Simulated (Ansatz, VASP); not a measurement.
# Ni in two plane-wave programs, part 3 of 3

One calculation is typed for both programs; each brings its own data sets. How far apart do they land? Of the first pair: The structure shown is frame 250 of Ansatz's trajectory.

VASP 6.6.1 and Ansatz 0.2.0.

So far. Step 4 (Differences): The forces differ by 15 meV/Å r.m.s., which is 1.5 % of the r.m.s. force of 1.039 eV/Å (both taken over all components).

**6. VASP: single point, PBE, pair 2**

Level of this step: PBE, no spin polarisation; plane waves and PAW (Ni) (VASP).

The same cell, functional, mesh and smearing now go to VASP, with its own data sets.

INCAR reads:

```
SYSTEM = Ni
PREC = Accurate
ENCUT = 520
EDIFF = 1E-06
NELM = 120
ISMEAR = -1
SIGMA = 0.153
LREAL = Auto
ALGO = Normal
GGA = PE
NBANDS = 280
LASPH = .TRUE.
LORBIT = 11
LWAVE = .FALSE.
LCHARG = .FALSE.
ISIF = 2
GGA_COMPAT = .FALSE.
NCORE = 2
```

POSCAR reads:

```
Ni
1.0
    8.4296000000      0.0000000000      0.0000000000
    0.0000000000      8.4296000000      0.0000000000
    0.0000000000      0.0000000000      8.4296000000
Ni
48
Direct
    0.3099435323      0.0890908228      0.5032504508
    0.0482229287      0.4418121856      0.9277308532
    0.7210543798      0.1865331688      0.6721078106
    0.0566812186      0.6908394230      0.6469227484
    0.9529159153      0.2292516845      0.8625913448
    0.2066527475      0.0571557369      0.9078010819
    0.4387159533      0.5896721078      0.1769478979
    0.2367846636      0.2857905476      0.7860989845
    0.8110823764      0.8512740818      0.5581640885
    0.4719322388      0.3576207649      0.7059884218
    0.8470390054      0.9168287938      0.8464221315
    0.3085081143      0.3843954636      0.0374988137
    0.8923080573      0.2315175097      0.1225206415
    0.6714078960      0.0570845592      0.1274793585
    0.1069564392      0.8825685679      0.4209808295
    0.5689831071      0.9574357028      0.6384881845
    0.0432760748      0.4413969821      0.4444338996
    0.9749098415      0.2063798994      0.5186248458
    0.0664207080      0.9966546455      0.6700436557
    0.8833396602      0.6347394894      0.8087335105
    0.5593741103      0.4815175097      0.5003321629
    0.3307037107      0.3492811047      0.3688549872
    0.5922463699      0.7129163899      0.4173151751
    0.4346350954      0.9528447376      0.3002870836
    0.0944172914      0.4793228623      0.1861298282
    0.8182950555      0.5393612983      0.0717234507
    0.0102970485      0.7187411028      0.1902818639
    0.5807037107      0.3271922748      0.1797001044
    0.3903743950      0.0856268388      0.0933614881
    0.6066005504      0.6693318781      0.6935085888
    0.7128452121      0.7709499858      0.1576824523
    0.5326468634      0.8739797855      0.9588236690
    0.1118439784      0.7632509253      0.8884525956
    0.3249027237      0.7885427541      0.6282504508
    0.1470176521      0.1945643921      0.2356339565
    0.9643280820      0.9777569517      0.0874300085
    0.2319089874      0.8300868369      0.1086053905
    0.7105319351      0.2937387302      0.9086908038
    0.3628167410      0.5972762646      0.8675737876
    0.8381655120      0.6115711303      0.3718325899
    0.8091487141      0.4495824238      0.6316907089
    0.2555874537      0.5038910506      0.6144301034
    0.8555684730      0.0159319541      0.3254365569
    0.4859779823      0.1088663756      0.8412024295
    0.6239797855      0.5652700009      0.9346232324
    0.8119839613      0.3154835342      0.3310477365
    0.5721149283      0.1661526051      0.4411597229
    0.2674622758      0.6475277593      0.3864952074
```

KPOINTS reads:

```
Automatic mesh
0
Gamma
1 1 1
0 0 0
```

Potentials, in the order of the species: Ni (PBE family, release 64).

Launch:

```bash
$ mpirun -np 8 vasp_gam
```

Numbers of over 12 decimals in the logs are rounded to 6 here.

The log of the run:

```text
[banner, memory and clock lines left out]
running    8 mpi-ranks, on    1 nodes
[...]
LDA part: xc-table for (Slater+PW92), standard interpolation
 POSCAR, INCAR and KPOINTS ok, starting setup
[...]
entering main loop
       N       E                     dE             d eps       ncg     rms          rms(c)
DAV:   1     0.512065693631E+04    0.51207E+04   -0.23000E+05   560   0.276E+03
DAV:   2     0.406814993385E+03   -0.47138E+04   -0.45835E+04   560   0.602E+02
DAV:   3    -0.232596249601E+03   -0.63941E+03   -0.56739E+03   560   0.233E+02
DAV:   4    -0.283829752518E+03   -0.51234E+02   -0.45806E+02   600   0.681E+01
[...]
DAV:  41    -0.243526083273E+03    0.60082E-05   -0.12717E-05   592   0.344E-02    0.347E-02
DAV:  42    -0.243526079682E+03    0.35911E-05   -0.77142E-06   552   0.254E-02    0.181E-02
DAV:  43    -0.243526079344E+03    0.33791E-06   -0.21429E-06   304   0.121E-02
   1 F= -.24352608E+03 E0= -.23898301E+03  d E =-.908614E+01
```

OUTCAR, selected parts (step 6):

```text
  Total      -12.9212994     -9.4329307      2.7651654      1.1566077     -3.6889261      3.7109099
  in kB      -34.5617616    -25.2311082      7.3962365      3.0936826     -9.8671024      9.9259044
  external PRESSURE =     -17.4655444 kB  Pullay stress =       0.0000000 kB

 POSITION                                       TOTAL-FORCE (eV/Angst)
 -----------------------------------------------------------------------------------
      2.61270      0.75100      4.24220        -0.817672      0.143104      0.930147
      0.40650      3.72430      7.82040         1.233222      2.642244     -0.222702
      6.07820      1.57240      5.66560         0.856683     -0.703337     -0.812698
      0.47780      5.82350      5.45330         0.835491      0.492394     -3.776790
      8.03270      1.93250      7.27130         0.707279     -3.561009     -2.638577
      1.74200      0.48180      7.65240        -1.256506     -1.298549      0.253288
      3.69820      4.97070      1.49160         0.544006      0.529930     -0.168200
      1.99600      2.40910      6.62650        -1.024801     -0.210691     -0.679490
      6.83710      7.17590      4.70510         0.744112     -0.209111      0.003954
      3.97820      3.01460      5.95120         1.386452     -0.164746      1.145958
      7.14020      7.72850      7.13500        -0.833533      0.223837     -0.234595
      2.60060      3.24030      0.31610         0.534950     -1.207932      0.467960
      7.52180      1.95160      1.03280         0.874451      0.475395     -1.960536
      5.65970      0.48120      1.07460        -0.450845      0.159185     -0.611378
[...]
-----------------------------------------------------------------------------------
    total drift:                                0.001823     -0.000911     -0.002792

  FREE ENERGIE OF THE ION-ELECTRON SYSTEM (eV)
  ---------------------------------------------------
  free  energy   TOTEN  =      -243.5260793440 eV

  energy  without entropy=     -234.4399398559  energy(sigma->0) =     -238.98300960

[... 3 further parts left out ...]
[key lines of the parts left out:]
E-fermi :   7.4956
```

The run ends at a pressure of -1.75 GPa, with forces up to 4.5 eV/Å.

**7. Differences**

What differs besides the data sets and the points named for the pairs above, as far as they apply: the data sets hold 864 valence electrons in Ansatz (on its default PAW (the set named soft_2) files) and 480 in VASP; the cutoff is 420 eV in Ansatz and 520 eV in VASP (PREC = Accurate, projectors in real space). Total energies have different zeros and are not compared.

Forces on 7 of the 48 atoms, those with the largest forces and the largest differences (eV/Å; atoms numbered as in POSCAR):

| atom | Ansatz x, y, z | VASP x, y, z |
| --- | --- | --- |
| Ni2 | 1.257, 2.681, -0.224 | 1.233, 2.642, -0.223 |
| Ni4 | 0.839, 0.505, -3.809 | 0.835, 0.492, -3.777 |
| Ni5 | 0.704, -3.614, -2.673 | 0.707, -3.561, -2.639 |
| Ni20 | -2.527, -0.106, 1.883 | -2.506, -0.100, 1.868 |
| Ni23 | -0.808, 2.886, -0.869 | -0.801, 2.858, -0.864 |
| Ni26 | 2.992, -1.906, 2.365 | 2.940, -1.880, 2.326 |
| Ni46 | -1.496, 1.639, 2.909 | -1.478, 1.616, 2.854 |

The forces differ by 14 meV/Å r.m.s., which is 1.3 % of the r.m.s. force of 1.135 eV/Å (both taken over all components).

**8. Summary of results**

```json
{
  "r.m.s. force difference (single point, PBE, pair 1)": "1.5 % of the r.m.s. force",
  "r.m.s. force difference (single point, PBE, pair 2)": "1.3 % of the r.m.s. force"
}
```

In words: The r.m.s. force difference is 1.5 % of the r.m.s. force (single point, PBE, pair 1), within the 3 % picked in this series as the mark of a large difference. The data sets hold unlike numbers of valence electrons (288 in Ansatz and 160 in VASP and 864 in Ansatz and 480 in VASP), so part of the differences comes from the potentials. 4 further runs of this series are not shown here. How closely two codes agree says nothing of how well the functional describes the real material.

[Lines on the potential files, build, host, timing and source positions are cut from VASP's logs without a mark.]

[Logs are printed without paths, hosts, clocks, repeated set-up lines and the standing remarks that a program may print on its own settings, such as how far it seeks lower states.]

[Hosts, paths, dates, database ids (printed as entryN), source tags and the programs' standing remarks are cut or masked in the printed files.]
